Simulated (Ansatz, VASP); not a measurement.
# GaP in two plane-wave programs, part 2 of 2

Aim: how closely do two programs agree when they are given the same cell, functional and k mesh? The cell is taken from a series of runs on this material, whose earlier steps may have relaxed, scaled, displaced or heated it; both programs get it as it stands.

VASP 6.6.1 and Ansatz 0.2.0.

So far: Starting point; VASP: zone-centre phonons, LDA.

## 3. Ansatz: zone-centre phonons, LDA

Level of this step: Ansatz beside VASP: Kohn-Sham DFT, plane waves, LDA (Ansatz).

Ansatz runs on its PAW soft_1 files.

The same cell, functional (in two slightly different forms) and mesh now go to Ansatz, which takes its cutoff from its data sets.

File input.yaml:

```yaml
crystal:
  lattice:
    - [-0.026090889, 2.6965718797, 2.6965718797]
    - [2.6965718797, -0.026090889, 2.6965718797]
    - [2.6965718797, 2.6965718797, -0.026090889]
  atoms:
    - { symbol: P, position: [0.7493236672, 0.7493236672, 0.7493236672] }
    - { symbol: Ga, position: [0.0006763328, 0.0006763328, 0.0006763328] }
kpoints:
  mp_grid: { grid: [12, 12, 12] }
hamiltonian:
  xc: lda
  pseudopotentials: { kind: paw, azcp: { folder: soft_1 }, xc_functional: pbe }
scf:
  occupations: { method: fixed }
output:
  eigenvalues: true
phonons:
  method: dfpt
  dielectric: true
  rigid_motions: translations
```

Started as:

```sh
$ ansatz run input.yaml --threads 4 --pin off --max-ram 10240MiB --backend cpu --events-out ev --progress --plain --runs-dir out
```

Numbers of over 12 decimals in the logs are rounded to 6 here.

Log:

```text
Engine: ansatz 0.2.0, x86_64-unknown-linux-gnu
Pseudopotentials: kind: paw
Pseudopotential: P, paw, valence charge 5, recommended cutoff 420 eV (normal), soft_1/P.paw.azcp
Pseudopotential: Ga, paw, valence charge 13, recommended cutoff 420 eV (normal), soft_1/Ga.paw.azcp
Functional definition: SPW92
  exchange = slater_x
  correlation = pw_c
Crystal: 2 atoms, lattice volume = 39.785 Å³
Basis set: ecut = 420 eV, 749 PW (Γ), exchange–correlation on 54×54×54 points (8 copies of the dense FFT grid, shifted against one another)
Bands: 13, of which v1, the nominal top of the filled ones, is band 9 counted from 1 (8 counted from 0)
Symmetry: 6 space group operations
k-points: 476 of 1728 (irreducible under 2 space group operations, time reversal used)
Non-local potential: P, projectors of the file, l = 0: 2, l = 1: 2, l = 2: 1
Non-local potential: Ga, projectors of the file, l = 0: 2, l = 1: 2, l = 2: 3, l = 3: 1
PAW form: soft (Blöchl's): semilocal exchange-correlation on the pseudo side does not see the compensation charge
PAW frozen core: P, regenerated for the run's functional, and the local potential with it (the file was generated under x = pbe(κ = 0.804, μ = 0.219515), c = pbe(β = 0.066725))
PAW frozen core: Ga, regenerated for the run's functional, and the local potential with it (the file was generated under x = pbe(κ = 0.804, μ = 0.219515), c = pbe(β = 0.066725))
PAW one-centre angular grid: P, 110 points (default); XC on 64 Gauss nodes
PAW one-centre angular grid: Ga, 590 points (default); XC on 64 Gauss nodes
Initial density: superposition of atomic densities (chi_scale 0.1, normalization cell, long waves kept (reshape's long-wave potential 0.00 eV rms))
Initial wavefunctions: pseudopotential atomic-orbital guess
Functional: x = slater, c = lda
SCF iter   1: F=—  HF=-4433.957772 eV  |F-HF|=—  |Δ(HF+E_count)|=         —  Δρ=4.42e-2  dr2=6.51e-1  ethr=3.10e-3  ⟨swp⟩=5.0  Hψ=33414  notcnv=0  defer=904
preconditioner: auto → none  [insulator: Δε(μ)=1.667 eV  Ē_g=15.444 eV  n_scr=14 (ndim 8)  ℏωp=25.0 eV  f_vac=0.000  ε∞_Penn≈3.6]
SCF iter   2: F=—  HF=-4433.785800 eV  |F-HF|=—  |Δ(HF+E_count)|=   1.72e-1  Δρ=2.00e-2  dr2=9.02e-2  ethr=3.10e-3  ⟨swp⟩=2.1  Hψ=11341  notcnv=0  defer=885
SCF iter   3: F=—  HF=-4433.772070 eV  |F-HF|=—  |Δ(HF+E_count)|=   1.37e-2  Δρ=5.13e-3  dr2=1.05e-2  ethr=5.01e-4  ⟨swp⟩=3.0  Hψ=11409  notcnv=0  defer=929
SCF iter   4: F=—  HF=-4433.768119 eV  |F-HF|=—  |Δ(HF+E_count)|=   3.95e-3  Δρ=2.26e-3  dr2=7.29e-4  ethr=5.84e-5  ⟨swp⟩=3.0  Hψ=12182  notcnv=0  defer=943
SCF iter   5: F=—  HF=-4433.767799 eV  |F-HF|=—  |Δ(HF+E_count)|=   3.20e-4  Δρ=5.17e-4  dr2=4.06e-5  ethr=4.05e-6  ⟨swp⟩=2.0  Hψ=11432  notcnv=0  defer=945
SCF iter   6: F=—  HF=-4433.767799 eV  |F-HF|=—  |Δ(HF+E_count)|=   2.73e-7  Δρ=3.06e-5  dr2=2.33e-7  ethr=2.25e-7  ⟨swp⟩=2.4  Hψ=7696  notcnv=0  defer=673
SCF iter   7: F=—  HF=-4433.767799 eV  |F-HF|=—  |Δ(HF+E_count)|=   4.28e-8  Δρ=6.08e-6  dr2=1.16e-8  ethr=1.29e-9  ⟨swp⟩=2.0  Hψ=10478  notcnv=0  defer=493
SCF iter   8: F=—  HF=-4433.767799 eV  |F-HF|=—  |Δ(HF+E_count)|=   2.76e-9  Δρ=1.59e-6  dr2=5.20e-10  ethr=6.47e-11  ⟨swp⟩=2.0  Hψ=7646  notcnv=0  defer=493
SCF iter   9: F=-4433.767799 eV  HF=-4433.767799 eV  |F-HF|=9.09e-13  |Δ(HF+E_count)|=  9.28e-11  Δρ=1.34e-7  dr2=2.59e-12  ethr=1.00e-12  ⟨swp⟩=9.0  Hψ=44437  notcnv=0
SCF 1 converged in 9 iterations: F = -4433.767799 eV  dr2 = 2.59e-12
  greatest PAW one-centre occupation: 0.994 electrons in one spin orbital (limit 2), on the Ga atom at site 1 (counted from 0), in its partial waves of l = 2
NSCF: frozen V_eff on 5 k-points
DFPT response loops at Γ: preconditioner auto → none (the input reference at scf.mixing.eps_inf says where Resta's filter doesn't serve); β = 0.50; Broyden in place of MSR1
── the response to a field inside a basis, on 14×14×14 k-points: an SCF that follows is theirs, and a resumed run solves both again ──
Bands: 10, of which v1, the nominal top of the filled ones, is band 9 counted from 1 (8 counted from 0)
k-points: 280 of 2744 (time reversal used)
Initial density: handed on by an earlier stage of this run
Initial wavefunctions: pseudopotential atomic-orbital guess (no wavefunctions were taken with the density)
Eigensolver: Dense (280 Hₖ)
SCF iter   1: F=—  HF=-4433.767128 eV  |F-HF|=—  |Δ(HF+E_count)|=         —  Δρ=1.29e-4  dr2=2.45e-6  ethr=1.00e-1
preconditioner: auto → none  [insulator: Δε(μ)=1.461 eV  Ē_g=13.201 eV  n_scr=14 (ndim 8)  ℏωp=25.0 eV  f_vac=0.003  ε∞_Penn≈4.6]
SCF iter   2: F=—  HF=-4433.767127 eV  |F-HF|=—  |Δ(HF+E_count)|=   8.47e-7  Δρ=9.56e-5  dr2=1.46e-6  ethr=1.36e-8
SCF iter   3: F=—  HF=-4433.767127 eV  |F-HF|=—  |Δ(HF+E_count)|=   2.15e-7  Δρ=2.41e-5  dr2=2.10e-7  ethr=8.12e-9
SCF iter   4: F=-4433.767127 eV  HF=-4433.767127 eV  |F-HF|=2.68e-9  |Δ(HF+E_count)|=   2.75e-7  Δρ=3.21e-6  dr2=3.25e-9  ethr=1.17e-9
SCF 1 converged in 4 iterations: F = -4433.767127 eV  dr2 = 3.25e-9
DFPT response loops at Γ: mixed as the last ones told, above
WARN: field response: ε∞ stands inside a basis, on 14×14×14 points; the force constants stand on the 12×12×12 k-mesh, whose period is 12.71 times the interband length at k = (0.0000, 0.0000, 0.0000), direct gap 1.668 eV, under 14: take them and everything formed from them as unconverged, and compare with a denser kpoints.mp_grid
SCF converged after 9 iterations
Free energy (F): -4433.767799 eV
Harris-Foulkes:  -4433.767799 eV  (|F-HF|=9.09e-13)
Internal energy: -4433.767799 eV  (E = F + TS)
E sigma→0 (E₀):  -4433.767799 eV
Fermi energy:    7.119045 eV
--- Per-component energies (eV) ---
  E_band       = -61.469497
  E_kinetic    = 181.587582
  E_local      = -1669.066875  (includes V_loc(G=0)·N_el)
  E_nonlocal   = -57.374980
  E_hartree    = 1010.235714
  E_xc         = -135.683742
  E_vxc        = -118.252607  (∫ρ·V_xc dr)
  E_paw        = -2445.062635  (= ΣΔE_a)
  E_vpaw       = -418.833864  (= ΣTr[D̂ρ^β])
  E_aug_tail   = -0.000221  (compensation charges beyond the density's cutoff)
  E_ewald      = -1320.248475
  E_core_change = 1.845833  (= ΣΔE_core)
  E_smearing   = -0.000000  (= −TS)
  E_closure    = 0.000000  (closes the sum)
  Σ components = -4433.767799   (vs F -4433.767799, Δ=0.00e0)
--- Band table (eV; the first three rows and the last of 476) ---
  k-point 0: bands = [... 5 lower, -5.6026, 7.0095, 7.0095, 7.1190, 8.7874, 10.7741, 10.7741, 10.9579]
  k-point 1: bands = [... 5 lower, -5.5107, 6.0817, 6.8971, 6.9923, 9.3088, 10.9488, 10.9876, 11.1156]
  k-point 2: bands = [... 5 lower, -5.2412, 4.5610, 6.6332, 6.7197, 9.3995, 11.3414, 11.4682, 11.9729]
  k-point 475: bands = [... 5 lower, -3.3960, 0.2640, 5.8191, 5.8191, 8.4551, 11.5954, 11.5954, 15.0501]
--- Phonons (Γ-DFPT): 2 representative perturbations + reference, on 476 of 1728 k-points (Σ response iterations 6) ---
  k mesh reduced under 2 symmetry operations, with k and −k counted as one. Each operation leaves every solved perturbation unchanged. A smaller set is not considered because the run solves the response to a homogeneous field
  ASR residual: 5.035e-5 → 0.000e0 eV/Å²; symmetrization residual: 1.045e-6 eV/Å²
  ASR residual per site (eV/Å²): 3.41e-5 5.04e-5
  Γ frequencies (cm⁻¹): 0.00 0.00 0.00 356.27 356.27 361.62
  ε∞ (high-frequency dielectric tensor):
       10.767207    -0.090018    -0.090018
       -0.090018    10.767207    -0.090018
       -0.090018    -0.090018    10.767207
  ε⁰ (static dielectric tensor: ions relaxed, cell fixed):
       12.699803    -0.144449    -0.144449
       -0.144449    12.699803    -0.144449
       -0.144449    -0.144449    12.699803
  ε⁰ − ε∞ (ionic part):
        1.932596    -0.054431    -0.054431
       -0.054431     1.932596    -0.054431
       -0.054431    -0.054431     1.932596
  softest optical mode at Γ: 356.27 cm⁻¹; the repairs (sum rule, projections) moved no ω² at Γ by more than (0.64 cm⁻¹)²
  Born effective charges Z* (e; rows j = field, columns β = displacement):
    site 0:
        -2.07204    0.01924    0.01924
         0.01924   -2.07204    0.01924
         0.01924    0.01924   -2.07204
    site 1:
         2.07204   -0.01924   -0.01924
        -0.01924    2.07204   -0.01924
        -0.01924   -0.01924    2.07204
  Z* charge neutrality: 1.702e-3 e pre-enforcement
  solved inside a basis spanned on kpoints, on 14×14×14 k-points, its susceptibility summed on 16×16×16: ε∞ is read to err by 5.0e-2, Z* by 1.5e-2 e (field_mesh: kpoints solves on kpoints); Z* is corrected for what the basis lacks
  optical modes at Γ without the LO–TO term, one row a degenerate level:
      ω (cm⁻¹)  modes    IR ((D/Å)²/amu)
        356.27      2             9.4094
        361.62      1             4.4486
  optical modes at Γ + LO–TO along q̂ = [1.0000, 0.0000, 0.0000]:
      ω (cm⁻¹)  modes    IR ((D/Å)²/amu)
        356.27      1             4.7047
        359.71      1             4.5510
        388.98      1             4.6023
  optical modes at Γ + LO–TO along q̂ = [0.0000, 1.0000, 0.0000]:
      ω (cm⁻¹)  modes    IR ((D/Å)²/amu)
        356.27      1             4.7047
        359.71      1             4.5510
        388.98      1             4.6023
  optical modes at Γ + LO–TO along q̂ = [0.0000, 0.0000, 1.0000]:
      ω (cm⁻¹)  modes    IR ((D/Å)²/amu)
        356.27      1             4.7047
        359.71      1             4.5510
        388.98      1             4.6023
```

In the SCF lines HF is the Harris–Foulkes energy and dr2 the Hartree energy of the density residual, in eV; the loop may stop once dr2 is under the threshold and the program's other checks hold. Hψ counts applications of the Hamiltonian.

## 4. Differences

Known differences besides the potentials themselves: the two LDA forms differ slightly; fixed occupations in Ansatz, narrow Gaussian smearing in VASP; VASP's response is taken on the typed mesh, Ansatz refines its own for the field response alone; the cutoff is 420 eV in Ansatz and 500 eV in VASP; VASP's log shows a relativistic correction to its local exchange, Ansatz's none. Total energies have different zeros and are not compared.

Both answers:

```csv
quantity,Ansatz,VASP,difference
ε∞ xx,10.77,10.83,-0.54 %
ε∞ yy,10.77,10.83,-0.54 %
ε∞ zz,10.77,10.83,-0.54 %
Born charge of P1 (mean of the diagonal) (e),-2.07,-2.09,+0.02
Born charge of Ga2 (mean of the diagonal) (e),2.07,2.09,-0.02
optical mode 1 to 2 (cm⁻¹),356.3,356.4,-0.03 %
optical mode 3 (cm⁻¹),361.6,361.6,+0.01 %
```

Modes are paired by rising frequency, not by their patterns, so a pair may set unlike modes beside each other; they are those without the splitting of longitudinal modes.

## 5. Results

```yaml
r_m_s_difference_of_the_optical_zone_centre_modes_each_program_s_sorted_by_frequency_zone_centre_phonons_lda: 0.090 cm⁻¹
difference_in_eps_infinity_xx_zone_centre_phonons_lda: -0.5 %
```

**Reading.** The r.m.s. difference of the optical zone-centre modes, each program's sorted by frequency is 0.090 cm⁻¹ (zone-centre phonons, LDA). Among the rows given in per cent, the largest difference of the zone-centre phonons, LDA pair is in ε∞ xx, -0.5 %. Such differences can come from data sets, numerical settings and the points named under the comparisons, not from the functional's error against experiment.

[Lines on the potential files, build, host, timing and source positions are cut from VASP's logs without a mark.]

[Logs are printed without paths, hosts, clocks, repeated set-up lines and the standing remarks that a program may print on its own settings, such as how far it seeks lower states.]

[Hosts, paths, dates, database ids (printed as entryN), source tags and the programs' standing remarks are cut or masked in the printed files.]
